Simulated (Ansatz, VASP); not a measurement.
## SnSe2 in two plane-wave programs

Wanted: the spread between two codes on one cell, functional and k mesh. The cell is taken from a series of runs on this material, whose earlier steps may have relaxed, scaled, displaced or heated it; both programs get it as it stands.

Method: plane waves, with VASP 6.6.1 beside it; zone-centre phonons at PBE, in Ansatz 0.2.0.

## Step 1: Set-up

The cell holds 3 atoms: 1 Sn and 2 Se. Cell: a = 3.756 Å, b = 3.785 Å, c = 30.460 Å, α = 90.0°, β = 90.0°, γ = 119.8°. Vacuum lies along c.

Structure file:

```xyz
3
Lattice="3.7563 0.0000 0.0000 -1.8781 3.2859 0.0000 0.0000 0.0000 30.4600" Properties=species:S:1:pos:R:3
Sn    0.0000    2.1931   10.0000
Se    1.8781    1.0940   11.7278
Se    1.8781    1.0940    8.2722
```

## Step 2: VASP: zone-centre phonons, PBE

Second derivatives magnify differences that forces hide, and they need a tight electronic threshold.

Lines of VASP's logs that name or quote its potential files are left out, and so is its time.

Contents of INCAR:

```
SYSTEM = SnSe2
PREC = Accurate
ENCUT = 500
EDIFF = 1E-08
NELM = 120
ISMEAR = 0
SIGMA = 0.1
LREAL = .FALSE.
ALGO = Normal
GGA = PE
NBANDS = 19
LORBIT = 11
LWAVE = .FALSE.
LCHARG = .FALSE.
ISIF = 2
IBRION = 8
LASPH = .TRUE.
GGA_COMPAT = .FALSE.
NELMDL = -8
KPAR = 2
```

Contents of POSCAR:

```
SnSe2
1.0
    3.7562529421      0.0000000000      0.0000000000
   -1.8781264710      3.2858691626      0.0000000000
    0.0000000000      0.0000000000     30.4600000000
Sn Se
1 2
Direct
    0.3337151815      0.6674303631      0.3282994091
    0.6664757425      0.3329514851      0.3850233709
    0.6664757425      0.3329514851      0.2715754474
```

Contents of KPOINTS:

```
Automatic mesh
0
Gamma
12 12 1
0 0 0
```

The projector-augmented-wave data sets are Sn_d and Se (PBE family, release 64).

Started as:

```console
mpirun -np 2 vasp_std
```

Numbers of over 12 decimals in the logs are rounded to 6 here.

The log of the run:

```text
[banner, memory and clock lines left out]
running    2 mpi-ranks, on    1 nodes
 distrk:  each k-point on    1 cores,    2 groups
 distr:  one band on    1 cores,    1 groups

 POSCAR found type information on POSCAR SnSe
 POSCAR found :  2 types and       3 ions
 LDA part: xc-table for (Slater+PW92), standard interpolation
 POSCAR, INCAR and KPOINTS ok, starting setup
 FFT: planning ... GRIDC
 FFT: planning ... GRID_SOFT
 FFT: planning ... GRID
 WAVECAR not read
 entering main loop
       N       E                     dE             d eps       ncg     rms          rms(c)
DAV:   1     0.174528899676E+03    0.17453E+03   -0.10233E+04  1978   0.993E+02
DAV:   2     0.915575478718E+01   -0.16537E+03   -0.16170E+03  2299   0.214E+02
DAV:   3    -0.108866403456E+02   -0.20042E+02   -0.19857E+02  2046   0.860E+01
DAV:   4    -0.114307414953E+02   -0.54410E+00   -0.54310E+00  2161   0.173E+01
DAV:   5    -0.114426767930E+02   -0.11935E-01   -0.11934E-01  2355   0.274E+00
DAV:   6    -0.114428957110E+02   -0.21892E-03   -0.21892E-03  2199   0.300E-01
DAV:   7    -0.114429026125E+02   -0.69015E-05   -0.69017E-05  2456   0.461E-02
DAV:   8    -0.114429026947E+02   -0.82198E-07   -0.81566E-07  2280   0.508E-03    0.460E+00
DAV:   9    -0.110985070909E+02    0.34440E+00   -0.81892E-01  2362   0.849E+00    0.296E+00
DAV:  10    -0.110761270674E+02    0.22380E-01   -0.23713E-01  1863   0.284E+00    0.609E-01
DAV:  11    -0.110737194033E+02    0.24077E-02   -0.23538E-02  2022   0.139E+00    0.305E-01
DAV:  12    -0.110740497219E+02   -0.33032E-03   -0.23055E-03  1792   0.325E-01    0.754E-02
DAV:  13    -0.110740882052E+02   -0.38483E-04   -0.16773E-04  2275   0.101E-01    0.386E-02
DAV:  14    -0.110741452922E+02   -0.57087E-04   -0.74521E-05  1691   0.480E-02    0.107E-02
[...]
DAV:  21    -0.110742196418E+02   -0.10002E-05   -0.11113E-08  1847   0.787E-04    0.460E-04
DAV:  22    -0.110742208951E+02   -0.12533E-05   -0.13098E-08  1674   0.667E-04    0.342E-04
DAV:  23    -0.110742218616E+02   -0.96657E-06   -0.15898E-08  1699   0.456E-04    0.265E-04
DAV:  24    -0.110742220851E+02   -0.22350E-06   -0.13836E-09  1745   0.187E-04    0.142E-04
DAV:  25    -0.110742223466E+02   -0.26148E-06   -0.42100E-10  1465   0.139E-04    0.537E-05
DAV:  26    -0.110742224397E+02   -0.93113E-07    0.11445E-09  1704   0.868E-05    0.443E-05
DAV:  27    -0.110742224930E+02   -0.53297E-07    0.12976E-09  1481   0.615E-05    0.462E-05
DAV:  28    -0.110742225012E+02   -0.81659E-08    0.17684E-09  1531   0.310E-05
   1 F= -.11074223E+02 E0= -.11072400E+02  d E =-.364494E-02
 Linear response reoptimize wavefunctions to high precision
DAV:   1    -0.110742225044E+02   -0.32633E-08    0.17908E-09  1603   0.217E-05
DAV:   2    -0.110742225044E+02    0.10914E-10    0.18085E-09  1130   0.908E-06
DAV:   3    -0.110742225044E+02   -0.16371E-10    0.18066E-09  1072   0.534E-06
 Linear response DOF=           6
 Linear response progress:
  Degree of freedom:   1/  6
       N       E                     dE             d eps       ncg     rms          rms(c)
RMM:   1    -0.207738924086E+00   -0.20774E+00    0.78583E-01  3307   0.136E+01
RMM:   2    -0.212882947197E+00   -0.51440E-02   -0.14969E-02  4963   0.938E-01    0.698E-02
RMM:   3    -0.212753534396E+00    0.12941E-03   -0.13872E-03  5289   0.248E-01    0.363E-02
RMM:   4    -0.212482438863E+00    0.27110E-03   -0.12357E-04  5503   0.849E-02    0.190E-02
RMM:   5    -0.212328922011E+00    0.15352E-03   -0.22220E-05  5316   0.344E-02    0.435E-03
RMM:   6    -0.212319584650E+00    0.93374E-05   -0.25456E-06  5882   0.138E-02    0.217E-03
RMM:   7    -0.212327721115E+00   -0.81365E-05   -0.27580E-07  5862   0.566E-03    0.303E-04
RMM:   8    -0.212327339573E+00    0.38154E-06    0.16342E-07  6119   0.236E-03    0.162E-04
RMM:   9    -0.212328575916E+00   -0.12363E-05    0.33760E-07  5916   0.105E-03    0.210E-05
RMM:  10    -0.212328690985E+00   -0.11507E-06    0.12337E-07  6194   0.449E-04    0.122E-05
RMM:  11    -0.212328698266E+00   -0.72814E-08    0.14741E-07  6208   0.204E-04    0.766E-06
RMM:  12    -0.212328702131E+00   -0.38651E-08    0.83622E-08  6117   0.999E-05    0.140E-06
 first order change of Fermi-energy   0.43610E-04
 force on displaced ion       1 direction 1 :  -4.448  -0.001   0.000
 Linear response progress:
  Degree of freedom:   2/  6
       N       E                     dE             d eps       ncg     rms          rms(c)
RMM:   1    -0.207856660884E+00   -0.20786E+00    0.77880E-01  1919   0.135E+01
RMM:   2    -0.213033698708E+00   -0.51770E-02   -0.14713E-02  2893   0.933E-01    0.701E-02
RMM:   3    -0.212919684736E+00    0.11401E-03   -0.13630E-03  3100   0.243E-01    0.363E-02
RMM:   4    -0.212647390425E+00    0.27229E-03   -0.11873E-04  3185   0.802E-02    0.192E-02
RMM:   5    -0.212490531333E+00    0.15686E-03   -0.22137E-05  3104   0.334E-02    0.442E-03
RMM:   6    -0.212480928626E+00    0.96027E-05   -0.29964E-06  3507   0.129E-02    0.215E-03
RMM:   7    -0.212489732547E+00   -0.88039E-05   -0.58378E-07  3372   0.524E-03    0.494E-04
RMM:   8    -0.212488648493E+00    0.10841E-05   -0.11308E-07  3485   0.217E-03    0.224E-04
RMM:   9    -0.212489938315E+00   -0.12898E-05   -0.46765E-08  3371   0.986E-04    0.264E-05
RMM:  10    -0.212490191961E+00   -0.25365E-06   -0.42749E-08  3626   0.439E-04    0.143E-05
[...]
RMM:   3    -0.241033673833E+00    0.89685E-03   -0.19705E-03  3200   0.293E-01    0.791E-02
RMM:   4    -0.240507852092E+00    0.52582E-03   -0.26019E-04  3192   0.111E-01    0.428E-02
RMM:   5    -0.239959416667E+00    0.54844E-03   -0.10728E-04  3123   0.774E-02    0.129E-02
RMM:   6    -0.239905237271E+00    0.54179E-04   -0.17364E-05  3385   0.289E-02    0.703E-03
RMM:   7    -0.239964462192E+00   -0.59225E-04   -0.49734E-06  3234   0.119E-02    0.214E-03
RMM:   8    -0.239962914022E+00    0.15482E-05   -0.57097E-07  3274   0.448E-03    0.104E-03
RMM:   9    -0.239971316166E+00   -0.84021E-05   -0.22518E-07  3227   0.207E-03    0.209E-04
RMM:  10    -0.239971993640E+00   -0.67747E-06   -0.17272E-07  3392   0.966E-04    0.172E-04
RMM:  11    -0.239973211560E+00   -0.12179E-05   -0.78408E-08  3290   0.726E-04    0.126E-04
RMM:  12    -0.239972698968E+00    0.51259E-06   -0.10726E-07  3286   0.340E-04    0.100E-04
RMM:  13    -0.239971754452E+00    0.94452E-06   -0.20852E-08  3296   0.287E-04    0.236E-05
RMM:  14    -0.239971894946E+00   -0.14049E-06    0.59475E-08  3458   0.884E-05    0.193E-05
RMM:  15    -0.239971917341E+00   -0.22395E-07    0.40919E-09  3248   0.515E-05    0.479E-06
RMM:  16    -0.239971902251E+00    0.15090E-07   -0.13587E-08  3309   0.278E-05    0.806E-06
RMM:  17    -0.239971976947E+00   -0.74696E-07    0.20249E-09  3175   0.216E-05    0.292E-06
RMM:  18    -0.239971956883E+00    0.20063E-07   -0.22103E-09  3142   0.105E-05    0.741E-07
RMM:  19    -0.239971954575E+00    0.23080E-08    0.55523E-10  3075   0.597E-06    0.105E-06
 first order change of Fermi-energy  -0.15874E-03
 force on displaced ion       1 direction 3 :  -0.000  -0.003 -13.353
 Linear response progress:
  Degree of freedom:   4/  6
       N       E                     dE             d eps       ncg     rms          rms(c)
RMM:   1    -0.779928360665E-01   -0.77993E-01    0.58382E-02  6422   0.134E+00
RMM:   2    -0.778800689552E-01    0.11277E-03   -0.24894E-03  4752   0.281E-01    0.939E-02
RMM:   3    -0.781318576809E-01   -0.25179E-03   -0.19790E-04  5352   0.839E-02    0.491E-02
RMM:   4    -0.785064686716E-01   -0.37461E-03   -0.71587E-05  5398   0.487E-02    0.760E-03
RMM:   5    -0.785338890477E-01   -0.27420E-04   -0.56405E-06  5699   0.152E-02    0.329E-03
RMM:   6    -0.785313376412E-01    0.25514E-05   -0.49468E-07  5779   0.390E-03    0.140E-03
RMM:   7    -0.785372365742E-01   -0.58989E-05   -0.16974E-07  5687   0.140E-03    0.378E-04
RMM:   8    -0.785394788681E-01   -0.22423E-05   -0.12372E-07  5877   0.501E-04    0.959E-05
RMM:   9    -0.785394649450E-01    0.13923E-07    0.78728E-08  6051   0.169E-04    0.282E-05
RMM:  10    -0.785393757372E-01    0.89208E-07    0.29091E-08  5997   0.638E-05    0.102E-05
RMM:  11    -0.785394427905E-01   -0.67053E-07   -0.14859E-08  6129   0.228E-05    0.413E-06
RMM:  12    -0.785394688766E-01   -0.26086E-07    0.10635E-08  5866   0.983E-06    0.174E-06
RMM:  13    -0.785394700903E-01   -0.12137E-08    0.78575E-09  5214   0.296E-06    0.600E-07
 first order change of Fermi-energy   0.38398E-05
 force on displaced ion       2 direction 1 :  -0.108  -0.002   0.001
 Linear response progress:
  Degree of freedom:   5/  6
       N       E                     dE             d eps       ncg     rms          rms(c)
RMM:   1    -0.781633799912E-01   -0.78163E-01    0.59186E-02  3708   0.135E+00
RMM:   2    -0.780846079984E-01    0.78772E-04   -0.25287E-03  2779   0.281E-01    0.946E-02
RMM:   3    -0.783389400823E-01   -0.25433E-03   -0.19837E-04  3093   0.826E-02    0.495E-02
RMM:   4    -0.787161039827E-01   -0.37716E-03   -0.73473E-05  3149   0.491E-02    0.769E-03
RMM:   5    -0.787385679631E-01   -0.22464E-04   -0.61390E-06  3357   0.157E-02    0.385E-03
RMM:   6    -0.787394326888E-01   -0.86473E-06   -0.58418E-07  3278   0.463E-03    0.154E-03
RMM:   7    -0.787417042151E-01   -0.22715E-05   -0.63172E-08  3365   0.142E-03    0.722E-04
RMM:   8    -0.787474303201E-01   -0.57261E-05   -0.21770E-08  3230   0.789E-04    0.177E-04
RMM:   9    -0.787480358811E-01   -0.60556E-06    0.22539E-08  3345   0.259E-04    0.432E-05
RMM:  10    -0.787477118580E-01    0.32402E-06    0.12826E-07  3414   0.102E-04    0.935E-06
RMM:  11    -0.787478213469E-01   -0.10949E-06   -0.10209E-07  3667   0.344E-05    0.735E-06
RMM:  12    -0.787478447058E-01   -0.23359E-07    0.63838E-08  3475   0.143E-05    0.238E-06
RMM:  13    -0.787478524143E-01   -0.77085E-08   -0.22882E-09  3545   0.546E-06    0.987E-07
 first order change of Fermi-energy  -0.20009E-01
 force on displaced ion       2 direction 2 :  -0.000  -0.044   0.017
 Linear response progress:
  Degree of freedom:   6/  6
       N       E                     dE             d eps       ncg     rms          rms(c)
RMM:   1    -0.117475444753E+00   -0.11748E+00    0.57841E-02  3587   0.145E+00
RMM:   2    -0.114971552506E+00    0.25039E-02   -0.32572E-03  2972   0.280E-01    0.967E-02
RMM:   3    -0.114786169265E+00    0.18538E-03   -0.31738E-04  3176   0.944E-02    0.481E-02
RMM:   4    -0.114730776805E+00    0.55392E-04   -0.76611E-05  3172   0.427E-02    0.285E-02
RMM:   5    -0.114735650362E+00   -0.48736E-05   -0.27457E-05  3160   0.281E-02    0.846E-03
RMM:   6    -0.114742736340E+00   -0.70860E-05   -0.24339E-06  3362   0.961E-03    0.378E-03
RMM:   7    -0.114746450773E+00   -0.37144E-05   -0.63645E-07  3138   0.432E-03    0.570E-04
RMM:   8    -0.114747388064E+00   -0.93729E-06   -0.71276E-08  3178   0.157E-03    0.358E-04
RMM:   9    -0.114750800369E+00   -0.34123E-05   -0.14366E-07  3066   0.126E-03    0.230E-04
RMM:  10    -0.114751491074E+00   -0.69071E-06   -0.81784E-09  3449   0.452E-04    0.144E-04
RMM:  11    -0.114753433730E+00   -0.19427E-05   -0.13755E-07  3234   0.517E-04    0.814E-05
RMM:  12    -0.114753754187E+00   -0.32046E-06    0.14732E-07  3424   0.206E-04    0.393E-05
RMM:  13    -0.114753945425E+00   -0.19124E-06   -0.12944E-07  3215   0.210E-04    0.228E-05
RMM:  14    -0.114753936584E+00    0.88403E-08    0.43138E-07  3341   0.102E-04    0.106E-05
RMM:  15    -0.114753964879E+00   -0.28295E-07   -0.56733E-08  3278   0.728E-05    0.885E-06
RMM:  16    -0.114753988057E+00   -0.23178E-07    0.15498E-07  3375   0.291E-05    0.337E-06
RMM:  17    -0.114754009418E+00   -0.21360E-07   -0.30763E-08  3354   0.261E-05    0.257E-06
RMM:  18    -0.114754010241E+00   -0.82353E-09   -0.92455E-09  3250   0.170E-05    0.143E-06
 first order change of Fermi-energy   0.25087E+00
 force on displaced ion       2 direction 3 :   0.000   0.013  -9.089
 Linear response finished
```

From OUTCAR (step 2):

```text
ion  position               nearest neighbor table
   1  0.334  0.667  0.328-   3 2.78   3 2.78   2 2.78   2 2.78   3 2.79   2 2.79
   2  0.666  0.333  0.385-   1 2.78   1 2.78   1 2.79
   3  0.666  0.333  0.272-   1 2.78   1 2.78   1 2.79

  LATTYP: Found a base centered orthorhombic cell.
 ALAT       =     3.7562529421
 B/A-ratio  =     1.7495462703
 C/A-ratio  =     8.1091450628

 Subroutine GETGRP returns: Found  4 space group operations
 (whereof  2 operations were pure point group operations)

The static configuration has the point symmetry C_1h.
 The point group associated with its full space group is C_2v.

 Found     43 irreducible k-points:

   k-points           NKPTS =     43   k-points in BZ     NKDIM =     43   number of bands    NBANDS=     19

   dimension x,y,z NGX =    28 NGY =   28 NGZ =  224
   dimension x,y,z NGXF=    56 NGYF=   56 NGZF=  448

   ENCUT  =  500.0 eV  36.75 Ry    6.06 a.u.   6.85  6.90 55.54*2*pi/ulx,y,z

   NELECT =      26.0000    total number of electrons

 k-points in reciprocal lattice and weights: Automatic mesh
   0.00000000  0.00000000  0.00000000       0.007
   0.08333333 -0.00000000  0.00000000       0.028
   0.16666667 -0.00000000  0.00000000       0.028
   0.25000000  0.00000000  0.00000000       0.028
   0.33333333 -0.00000000  0.00000000       0.028
   0.41666667  0.00000000  0.00000000       0.028
   0.50000000  0.00000000  0.00000000       0.014
   0.00000000  0.08333333  0.00000000       0.014
   0.08333333  0.08333333  0.00000000       0.028
[...]
0.16666667  0.41666667  0.00000000       0.014
   0.00000000  0.50000000  0.00000000       0.007

 average (electrostatic) potential at core
       1-110.8891       2 -61.3713       3 -61.3713

  Total        0.5709567      0.1873449      0.0403690      0.0000000      0.0000000      0.0000000
  in kB        2.4332052      0.7983944      0.1720378      0.0000000      0.0000000      0.0000000
  external PRESSURE =       1.1345458 kB  Pullay stress =       0.0000000 kB

  energy-cutoff  :      500.00
  volume of cell :      375.95
      direct lattice vectors                 reciprocal lattice vectors
     3.756252942  0.000000000  0.000000000     0.266222753  0.152166740  0.000000000
    -1.878126471  3.285869163  0.000000000     0.000000000  0.304333481  0.000000000
     0.000000000  0.000000000 30.460000000     0.000000000  0.000000000  0.032829941

 POSITION                                       TOTAL-FORCE (eV/Angst)
 -----------------------------------------------------------------------------------
     -0.00000      2.19309     10.00000        -0.000000     -0.000001      0.000000
      1.87813      1.09404     11.72781         0.000000      0.000001      0.015423
      1.87813      1.09404      8.27219         0.000000      0.000001     -0.015423
 -----------------------------------------------------------------------------------
    total drift:                                0.000001     -0.000736      0.000085

 Eigenvectors and eigenvalues of the dynamical matrix
 ----------------------------------------------------

   1 f  =    6.937402 THz    43.588980 2PiTHz  231.406808 cm-1    28.690775 meV
             X         Y         Z           dx          dy          dz
     -0.000000  2.193089 10.000000     0.000000    0.000000   -0.755795
      1.878126  1.094035 11.727812    -0.000000   -0.000048    0.463019
      1.878126  1.094035  8.272188     0.000000    0.000048    0.463019

   2 f  =    5.969358 THz    37.506582 2PiTHz  199.116346 cm-1    24.687269 meV
             X         Y         Z           dx          dy          dz
     -0.000000  2.193089 10.000000     0.000000    0.004894    0.000000
      1.878126  1.094035 11.727812    -0.000000   -0.003194    0.707091
      1.878126  1.094035  8.272188    -0.000000   -0.003194   -0.707091

   3 f  =    3.995700 THz    25.105721 2PiTHz  133.282191 cm-1    16.524878 meV
             X         Y         Z           dx          dy          dz
     -0.000000  2.193089 10.000000    -0.757350   -0.000000   -0.000000
      1.878126  1.094035 11.727812     0.461747    0.000000    0.000000
      1.878126  1.094035  8.272188     0.461747    0.000000   -0.000000

   4 f  =    3.945098 THz    24.787782 2PiTHz  131.594307 cm-1    16.315607 meV
             X         Y         Z           dx          dy          dz
     -0.000000  2.193089 10.000000    -0.000000    0.756849   -0.000000
      1.878126  1.094035 11.727812     0.000000   -0.462134   -0.004707
      1.878126  1.094035  8.272188     0.000000   -0.462134    0.004707

   5 f/i=    0.002214 THz     0.013912 2PiTHz    0.073856 cm-1     0.009157 meV
             X         Y         Z           dx          dy          dz
     -0.000000  2.193089 10.000000    -0.000000    0.000000    0.654808
      1.878126  1.094035 11.727812    -0.000000    0.000321    0.534428
      1.878126  1.094035  8.272188    -0.000000   -0.000321    0.534428

   6 f/i=    0.007969 THz     0.050069 2PiTHz    0.265808 cm-1     0.032956 meV
             X         Y         Z           dx          dy          dz
     -0.000000  2.193089 10.000000    -0.000000    0.653572   -0.000000
      1.878126  1.094035 11.727812    -0.000000    0.535184    0.000156
      1.878126  1.094035  8.272188    -0.000000    0.535184   -0.000156

   7 f/i=    0.010935 THz     0.068704 2PiTHz    0.364738 cm-1     0.045222 meV
             X         Y         Z           dx          dy          dz
     -0.000000  2.193089 10.000000     0.653009    0.000000    0.000000
      1.878126  1.094035 11.727812     0.535527    0.000000    0.000000
      1.878126  1.094035  8.272188     0.535527    0.000000    0.000000

   8 f/i=    2.477222 THz    15.564848 2PiTHz   82.631247 cm-1    10.244964 meV
             X         Y         Z           dx          dy          dz
     -0.000000  2.193089 10.000000     0.000000   -0.000000    0.000000
      1.878126  1.094035 11.727812     0.707107   -0.000000    0.000000
      1.878126  1.094035  8.272188    -0.707107    0.000000    0.000000

   9 f/i=    2.525596 THz    15.868790 2PiTHz   84.244825 cm-1    10.445022 meV
             X         Y         Z           dx          dy          dz
     -0.000000  2.193089 10.000000    -0.000000    0.000000   -0.000348
      1.878126  1.094035 11.727812     0.000000    0.707107   -0.000211
      1.878126  1.094035  8.272188    -0.000000   -0.707107   -0.000211

 ELASTIC MODULI CONTR FROM IONIC RELAXATION (kBar)
 Direction    XX          YY          ZZ          XY          YZ          ZX
 --------------------------------------------------------------------------------
 XX          -8.9835     -3.6398    -43.2918     -0.0000      0.0000     -0.0000
 YY          -3.6398     -6.2335    -37.6070     -0.0000     -0.0000     -0.0000
 ZZ         -43.2918    -37.6070   -293.2420     -0.0000      0.0000     -0.0000
 XY          -0.0000     -0.0000     -0.0000     -0.8926     -0.0000     -0.0000
 YZ           0.0000     -0.0000      0.0000     -0.0000     -0.0000     -0.0000
 ZX          -0.0000     -0.0000     -0.0000     -0.0000     -0.0000     -0.0000
 --------------------------------------------------------------------------------
```

[end of part 1 of 2]

[Lines on the potential files, build, host, timing and source positions are cut from VASP's logs without a mark.]

[Logs are printed without paths, hosts, clocks, repeated set-up lines and the standing remarks that a program may print on its own settings, such as how far it seeks lower states.]

[Hosts, paths, dates, database ids (printed as entryN), source tags and the programs' standing remarks are cut or masked in the printed files.]
